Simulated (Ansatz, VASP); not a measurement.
# KVSe3 in two plane-wave programs, part 2 of 3

Aim: how closely do two programs agree when they are given the same cell, functional and k mesh? The cell is generated by rule, not measured, and may not be a known phase. The cell is taken from a series of runs on this material, whose earlier steps may have relaxed, scaled, displaced or heated it; both programs get it as it stands.

VASP 6.6.1 and Ansatz 0.2.0.

So far: The starting structure; VASP: zone-centre phonons, PBEsol.

## (2) VASP: zone-centre phonons, PBEsol (continued)

Level of this step: PBEsol, no spin polarisation; plane waves and PAW (K_sv, V_sv, Se); invented cell (VASP).

Parts of OUTCAR (step 2):

```text
ion  position               nearest neighbor table
   1  0.000  0.000  0.000-
   2  0.500  0.500  0.500-   3 2.43   4 2.43   5 2.43   3 2.43   4 2.43   5 2.43
   3  0.500  0.500  0.000-   2 2.43   2 2.43
   4  0.500  0.000  0.500-   2 2.43   2 2.43
   5  0.000  0.500  0.500-   2 2.43   2 2.43

  LATTYP: Found a simple cubic cell.
 ALAT       =     4.8592117424

 Subroutine GETGRP returns: Found 48 space group operations
 (whereof 48 operations were pure point group operations)

The static configuration has the point symmetry O_h .

 Found     35 irreducible k-points:

   k-points           NKPTS =     35   k-points in BZ     NKDIM =     35   number of bands    NBANDS=     26

   dimension x,y,z NGX =    36 NGY =   36 NGZ =   36
   dimension x,y,z NGXF=    72 NGYF=   72 NGZF=   72

   ENCUT  =  500.0 eV  36.75 Ry    6.06 a.u.   8.86  8.86  8.86*2*pi/ulx,y,z

   NELECT =      40.0000    total number of electrons

 k-points in reciprocal lattice and weights: Automatic mesh
   0.00000000  0.00000000  0.00000000       0.002
   0.12500000  0.00000000  0.00000000       0.012
   0.25000000  0.00000000  0.00000000       0.012
   0.37500000  0.00000000  0.00000000       0.012
   0.50000000  0.00000000  0.00000000       0.006
   0.12500000  0.12500000  0.00000000       0.023
   0.25000000  0.12500000  0.00000000       0.047
   0.37500000  0.12500000  0.00000000       0.047
   0.50000000  0.12500000  0.00000000       0.023
[...]
0.50000000  0.50000000  0.37500000       0.012
   0.50000000  0.50000000  0.50000000       0.002

 average (electrostatic) potential at core
       1 -33.1636       2 -77.6099       3 -54.4195       4 -54.4195       5 -54.4195

  Total        0.0974165      0.0974165      0.0974165      0.0000000      0.0000000     -0.0000000
  in kB        1.3603337      1.3603337      1.3603337      0.0000000      0.0000000     -0.0000000
  external PRESSURE =       1.3603337 kB  Pullay stress =       0.0000000 kB

  energy-cutoff  :      500.00
  volume of cell :      114.74
      direct lattice vectors                 reciprocal lattice vectors
     4.859211742  0.000000000  0.000000000     0.205794695  0.000000000  0.000000000
[...]
POSITION                                       TOTAL-FORCE (eV/Angst)
 -----------------------------------------------------------------------------------
      0.00000      0.00000      0.00000         0.000000      0.000000      0.000000
      2.42961      2.42961      2.42961         0.000000      0.000000      0.000000
      2.42961      2.42961      0.00000         0.000000      0.000000      0.000000
      2.42961      0.00000      2.42961         0.000000      0.000000      0.000000
      0.00000      2.42961      2.42961         0.000000      0.000000      0.000000
 -----------------------------------------------------------------------------------
    total drift:                                0.000000      0.000000      0.000000

 Eigenvectors and eigenvalues of the dynamical matrix
 ----------------------------------------------------

   1 f  =    6.348156 THz    39.886640 2PiTHz  211.751690 cm-1    26.253852 meV
             X         Y         Z           dx          dy          dz
      0.000000  0.000000  0.000000     0.029385   -0.067568    0.000000
      2.429606  2.429606  2.429606    -0.146381    0.336589    0.000000
      2.429606  2.429606  0.000000    -0.116673    0.268278   -0.000000
      2.429606  0.000000  2.429606    -0.116673   -0.761015    0.000000
      0.000000  2.429606  2.429606     0.330962    0.268278    0.000000

   2 f  =    6.348156 THz    39.886640 2PiTHz  211.751690 cm-1    26.253852 meV
             X         Y         Z           dx          dy          dz
      0.000000  0.000000  0.000000     0.067568    0.029385    0.000000
      2.429606  2.429606  2.429606    -0.336589   -0.146381    0.000000
      2.429606  2.429606  0.000000    -0.268278   -0.116673    0.000000
      2.429606  0.000000  2.429606    -0.268278    0.330962    0.000000
      0.000000  2.429606  2.429606     0.761015   -0.116673   -0.000000

   3 f  =    6.348156 THz    39.886640 2PiTHz  211.751690 cm-1    26.253852 meV
             X         Y         Z           dx          dy          dz
      0.000000  0.000000  0.000000     0.000000    0.000000   -0.073681
      2.429606  2.429606  2.429606     0.000000   -0.000000    0.367042
      2.429606  2.429606  0.000000     0.000000   -0.000000   -0.829867
      2.429606  0.000000  2.429606     0.000000    0.000000    0.292550
      0.000000  2.429606  2.429606    -0.000000    0.000000    0.292550

   4 f  =    3.257322 THz    20.466357 2PiTHz  108.652563 cm-1    13.471195 meV
             X         Y         Z           dx          dy          dz
      0.000000  0.000000  0.000000     0.001004   -0.009592   -0.929655
      2.429606  2.429606  2.429606    -0.000020    0.000190    0.018387
      2.429606  2.429606  0.000000    -0.000218    0.002078    0.232693
      2.429606  0.000000  2.429606    -0.000218    0.002401    0.201432
      0.000000  2.429606  2.429606    -0.000251    0.002078    0.201432

   5 f  =    3.257322 THz    20.466357 2PiTHz  108.652563 cm-1    13.471195 meV
             X         Y         Z           dx          dy          dz
      0.000000  0.000000  0.000000     0.101647   -0.924081    0.009645
      2.429606  2.429606  2.429606    -0.002010    0.018277   -0.000191
      2.429606  2.429606  0.000000    -0.022024    0.200224   -0.002414
      2.429606  0.000000  2.429606    -0.022024    0.231298   -0.002090
      0.000000  2.429606  2.429606    -0.025442    0.200224   -0.002090

   6 f  =    3.257322 THz    20.466357 2PiTHz  108.652563 cm-1    13.471195 meV
             X         Y         Z           dx          dy          dz
      0.000000  0.000000  0.000000     0.924131    0.101652   -0.000051
      2.429606  2.429606  2.429606    -0.018278   -0.002010    0.000001
      2.429606  2.429606  0.000000    -0.200235   -0.022025    0.000013
      2.429606  0.000000  2.429606    -0.200235   -0.025444    0.000011
      0.000000  2.429606  2.429606    -0.231311   -0.022025    0.000011

   7 f  =    1.941580 THz    12.199305 2PiTHz   64.764129 cm-1     8.029725 meV
             X         Y         Z           dx          dy          dz
      0.000000  0.000000  0.000000     0.000000   -0.000000    0.000000
      2.429606  2.429606  2.429606     0.000000   -0.000000    0.000000
      2.429606  2.429606  0.000000    -0.640900    0.298737    0.000000
      2.429606  0.000000  2.429606     0.640900   -0.000000   -0.001964
      0.000000  2.429606  2.429606     0.000000   -0.298737    0.001964

   8 f  =    1.941580 THz    12.199305 2PiTHz   64.764129 cm-1     8.029725 meV
             X         Y         Z           dx          dy          dz
      0.000000  0.000000  0.000000    -0.000000   -0.000000   -0.000000
      2.429606  2.429606  2.429606    -0.000000   -0.000000    0.000000
      2.429606  2.429606  0.000000     0.024016    0.046887   -0.000000
      2.429606  0.000000  2.429606    -0.024016   -0.000000   -0.705142
      0.000000  2.429606  2.429606    -0.000000   -0.046887    0.705142

   9 f  =    1.941580 THz    12.199305 2PiTHz   64.764129 cm-1     8.029725 meV
             X         Y         Z           dx          dy          dz
      0.000000  0.000000  0.000000     0.000000    0.000000    0.000000
      2.429606  2.429606  2.429606     0.000000    0.000000    0.000000
      2.429606  2.429606  0.000000     0.297776    0.639185    0.000000
      2.429606  0.000000  2.429606    -0.297776    0.000000    0.052643
      0.000000  2.429606  2.429606     0.000000   -0.639185   -0.052643

  10 f  =    0.023817 THz     0.149644 2PiTHz    0.794435 cm-1     0.098497 meV
             X         Y         Z           dx          dy          dz
      0.000000  0.000000  0.000000    -0.134625   -0.080167   -0.307192
      2.429606  2.429606  2.429606    -0.151665   -0.090314   -0.346075
      2.429606  2.429606  0.000000    -0.193216   -0.115057   -0.436639
      2.429606  0.000000  2.429606    -0.193216   -0.113948   -0.440886
      0.000000  2.429606  2.429606    -0.191355   -0.115057   -0.440886

  11 f  =    0.023817 THz     0.149644 2PiTHz    0.794435 cm-1     0.098497 meV
             X         Y         Z           dx          dy          dz
      0.000000  0.000000  0.000000    -0.260995   -0.162035    0.156666
      2.429606  2.429606  2.429606    -0.294030   -0.182544    0.176495
      2.429606  2.429606  0.000000    -0.374583   -0.232554    0.222682
      2.429606  0.000000  2.429606    -0.374583   -0.230314    0.224848
      0.000000  2.429606  2.429606    -0.370975   -0.232554    0.224848

  12 f  =    0.023817 THz     0.149644 2PiTHz    0.794435 cm-1     0.098497 meV
             X         Y         Z           dx          dy          dz
      0.000000  0.000000  0.000000     0.180763   -0.293659   -0.002583
      2.429606  2.429606  2.429606     0.203643   -0.330829   -0.002910
      2.429606  2.429606  0.000000     0.259434   -0.421463   -0.003672
      2.429606  0.000000  2.429606     0.259434   -0.417403   -0.003707
      0.000000  2.429606  2.429606     0.256935   -0.421463   -0.003707

  13 f/i=    3.220161 THz    20.232867 2PiTHz  107.413003 cm-1    13.317509 meV
             X         Y         Z           dx          dy          dz
      0.000000  0.000000  0.000000    -0.105411    0.010575    0.008851
      2.429606  2.429606  2.429606     0.837855   -0.084052   -0.070351
      2.429606  2.429606  0.000000    -0.355972    0.035710   -0.010828
      2.429606  0.000000  2.429606    -0.355972   -0.012936    0.029890
      0.000000  2.429606  2.429606     0.128954    0.035710    0.029890

  14 f/i=    3.220161 THz    20.232867 2PiTHz  107.413003 cm-1    13.317509 meV
             X         Y         Z           dx          dy          dz
      0.000000  0.000000  0.000000     0.008992    0.000975    0.105923
      2.429606  2.429606  2.429606    -0.071471   -0.007749   -0.841931
      2.429606  2.429606  0.000000     0.030365    0.003292   -0.129582
      2.429606  0.000000  2.429606     0.030365   -0.001193    0.357703
      0.000000  2.429606  2.429606    -0.011000    0.003292    0.357703

  15 f/i=    3.220161 THz    20.232867 2PiTHz  107.413003 cm-1    13.317509 meV
             X         Y         Z           dx          dy          dz
      0.000000  0.000000  0.000000     0.010455    0.105777   -0.001861
      2.429606  2.429606  2.429606    -0.083102   -0.840768    0.014793
      2.429606  2.429606  0.000000     0.035307    0.357209    0.002277
      2.429606  0.000000  2.429606     0.035307   -0.129403   -0.006285
      0.000000  2.429606  2.429606    -0.012790    0.357209   -0.006285

 ELASTIC MODULI CONTR FROM IONIC RELAXATION (kBar)
 Direction    XX          YY          ZZ          XY          YZ          ZX
 --------------------------------------------------------------------------------
 XX           0.0000      0.0000      0.0000      0.0000      0.0000      0.0000
 YY           0.0000      0.0000      0.0000      0.0000      0.0000      0.0000
 ZZ           0.0000      0.0000      0.0000      0.0000      0.0000      0.0000
 XY           0.0000      0.0000      0.0000      0.0000      0.0000      0.0000
 YZ           0.0000      0.0000      0.0000      0.0000      0.0000      0.0000
 ZX           0.0000      0.0000      0.0000      0.0000      0.0000      0.0000
 --------------------------------------------------------------------------------
```

This run has no spin polarisation, so a moment on V, if there is one, isn't seen.

[end of part 2 of 3]

[Lines on the potential files, build, host, timing and source positions are cut from VASP's logs without a mark.]

[Logs are printed without paths, hosts, clocks, repeated set-up lines and the standing remarks that a program may print on its own settings, such as how far it seeks lower states.]

[Hosts, paths, dates, database ids (printed as entryN), source tags and the programs' standing remarks are cut or masked in the printed files.]
